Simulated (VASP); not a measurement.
Computed with LDA (Ceperley-Alder, Perdew-Zunger), VASP's LDA PAW potentials (set 64) (plane waves; VASP).

VASP input:

**INCAR**
```
# general
SYSTEM =WC
PREC   =Accurate
ENCUT  =400
LREAL  =.FALSE.
LASPH  =.TRUE.

# electronic loop
EDIFF  =1E-6
NELM   =100
ALGO   =Normal
LMAXMIX=6

# smearing
ISMEAR =-1
SIGMA  =0.136

# ions
ISIF   =2

# output
LWAVE  =.FALSE.
LCHARG =.FALSE.
```

File KPOINTS:
```
Regular mesh
0
gamma
  1 1 1
0 0 0
```

POSCAR:
```
WC
1
    1.4579100000    -2.5251740000     0.0000000000
    1.4579100000     2.5251740000     0.0000000000
    0.0000000000     0.0000000000     2.8456800000
W C
1 1
Direct
  0.0000000000   0.0000000000   0.0000000000
  0.3333330000   0.6666670000   0.5000000000
```

POTCAR, in this order: W_sv C (LDA.64 set). Program: vasp_std.

Output of the run:

OUTCAR:
```
 ion  position               nearest neighbor table
   1  0.000  0.000  0.000-   2 2.20   2 2.20   2 2.20   2 2.20   2 2.20   2 2.20
   2  0.333  0.667  0.500-   1 2.20   1 2.20   1 2.20   1 2.20   1 2.20   1 2.20
  LATTYP: Found a hexagonal cell.
 ALAT       =     2.9158198330
 C/A-ratio  =     0.9759450731
 Subroutine PRICEL returns:
 Original cell was already a primitive cell.
 Subroutine GETGRP returns: Found 12 space group operations
The static configuration has the point symmetry D_3h.
The dynamic configuration has the point symmetry D_3h.
 Subroutine INISYM returns: Found 12 space group operations
 Subroutine IBZKPT returns following result:
 Found      1 irreducible k-points:

 Following reciprocal coordinates:
            Coordinates               Weight
  0.000000  0.000000  0.000000      1.000000
   k-points           NKPTS =      1   k-points in BZ     NKDIM =      1   number of bands    NBANDS=     13
   number of dos      NEDOS =    301   number of ions     NIONS =      2
   total plane-waves  NPLWV =   8000
   dimension x,y,z NGX =    20 NGY =   20 NGZ =   20
   dimension x,y,z NGXF=    40 NGYF=   40 NGZF=   40
   ions per type =               1   1
   PREC   = accura    normal or accurate (medium, high low for compatibility)
...
```

OSZICAR:
```
       N       E                     dE             d eps       ncg     rms          rms(c)
DAV:   1     0.110989883902E+03    0.11099E+03   -0.89065E+03    26   0.134E+03
DAV:   2    -0.214798863804E+02   -0.13247E+03   -0.13040E+03    36   0.334E+02
DAV:   3    -0.245411672486E+02   -0.30613E+01   -0.30588E+01    26   0.546E+01
DAV:   4    -0.245829115256E+02   -0.41744E-01   -0.41169E-01    36   0.576E+00
DAV:   5    -0.245839747587E+02   -0.10632E-02   -0.10632E-02    26   0.761E-01    0.355E+01
DAV:   6    -0.212612494423E+02    0.33227E+01   -0.10881E+01    26   0.292E+01    0.962E+00
DAV:   7    -0.207672768473E+02    0.49397E+00   -0.78796E-01    26   0.834E+00    0.767E+00
DAV:   8    -0.206354070457E+02    0.13187E+00   -0.37269E-01    26   0.501E+00    0.581E-01
DAV:   9    -0.206330951730E+02    0.23119E-02   -0.78126E-03    26   0.925E-01    0.298E-01
DAV:  10    -0.206326215840E+02    0.47359E-03   -0.85707E-04    36   0.299E-01    0.747E-02
DAV:  11    -0.206326247515E+02   -0.31674E-05   -0.17772E-05    26   0.428E-02    0.337E-02
DAV:  12    -0.206326235824E+02    0.11690E-05   -0.80375E-06    26   0.224E-02    0.163E-03
DAV:  13    -0.206326235481E+02    0.34374E-07   -0.16762E-07    13   0.406E-03
   1 F= -.20632624E+02 E0= -.20630331E+02  d E =-.458556E-02
```

### OUTCAR
```
------------------------ aborting loop because EDIFF is reached ----------------------------------------
  FORCE on cell =-STRESS in cart. coord.  units (eV):
  Direction    XX          YY          ZZ          XY          YZ          ZX
  --------------------------------------------------------------------------------------
  Total        1.7847841      1.7847838     -4.1728074      0.0000000     -0.0000000      0.0000000
  in kB      136.4765973    136.4765765   -319.0809225      0.0000000     -0.0000000      0.0000000
  external PRESSURE =     -15.3759162 kB  Pullay stress =       0.0000000 kB
  volume of cell :       20.95
      direct lattice vectors                 reciprocal lattice vectors
     1.457910000 -2.525174000  0.000000000     0.342956698 -0.198006157  0.000000000
     1.457910000  2.525174000  0.000000000     0.342956698  0.198006157  0.000000000
     0.000000000  0.000000000  2.845680000     0.000000000  0.000000000  0.351409856
 POSITION                                       TOTAL-FORCE (eV/Angst)
 -----------------------------------------------------------------------------------
      0.00000      0.00000      0.00000         0.000000     -0.000000      0.000000
      1.45791      0.84173      1.42284        -0.000000      0.000000      0.000000
 -----------------------------------------------------------------------------------
    total drift:                                0.000000     -0.000432      0.000000
  FREE ENERGIE OF THE ION-ELECTRON SYSTEM (eV)
  ---------------------------------------------------
  free  energy   TOTEN  =       -20.6326235481 eV

  energy  without entropy=      -20.6280379856  energy(sigma->0) =      -20.63033077
```
(Selected blocks of OUTCAR.)

At this cut-off the stress carries a Pulay error, which pulls relaxed volumes low.

The structure is a typed WC crystal (P-6m2). The cell was not relaxed at this level. The k-mesh is coarse (spacing up to 2.49 per Å, 2π included), so the numbers may not be converged in it. The run is one of a series of settings (KPOINTS 1×1×1 Γ-centred mesh against the base run), some of them coarse on purpose.
